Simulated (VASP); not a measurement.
Data:

```
CELL_PARAMETERS angstrom
      4.99610     0.00000     0.00000
      0.00000     6.09771     0.00000
      0.00000     0.00000     3.80660
ATOMIC_POSITIONS crystal
  Ir 0.00000 0.00000 0.00000
  Ir 0.50000 0.50000 0.50000
  Se 0.20040 0.37870 0.00000
  Se 0.70040 0.12130 0.50000
  Se 0.29960 0.87870 0.50000
  Se 0.79960 0.62130 0.00000
```

The numbers are results of PBE GGA, VASP's PBE PAW potentials (set 64) (plane waves; VASP), not measurements. Run with 300 eV cut-off, 3×2×3 Γ-centred mesh, Fermi-Dirac smearing of 0.14 eV, potentials Ir Se.

At this cut-off the stress carries a Pulay error, which pulls relaxed volumes low.

Problem. Which forces act on the atoms, in eV/Å?

Solution. 
```json
[
 {"atom": "Ir1", "Fx": "0.000", "Fy": "0.000", "Fz": "0.000"},
 {"atom": "Ir2", "Fx": "0.000", "Fy": "0.000", "Fz": "0.000"},
 {"atom": "Se3", "Fx": "1.190", "Fy": "-0.498", "Fz": "0.000"},
 {"atom": "Se4", "Fx": "1.190", "Fy": "0.498", "Fz": "0.000"},
 {"atom": "Se5", "Fx": "-1.190", "Fy": "-0.498", "Fz": "0.000"},
 {"atom": "Se6", "Fx": "-1.190", "Fy": "0.498", "Fz": "0.000"}
]
```

Problem. Give the stress tensor in GPa (positive for a compressed cell).

Solution. 
```
5.38  0.00  0.00
0.00  2.30  0.00
0.00  0.00  2.21
```
The pressure is its mean diagonal, 3.30 GPa.

The structure was generated: IrSe2 was put into an ordered model structure, which need not be its known phase. The cell was not relaxed at this level. The k-mesh is coarse (spacing up to 0.55 per Å, 2π included), so the numbers may not be converged in it.
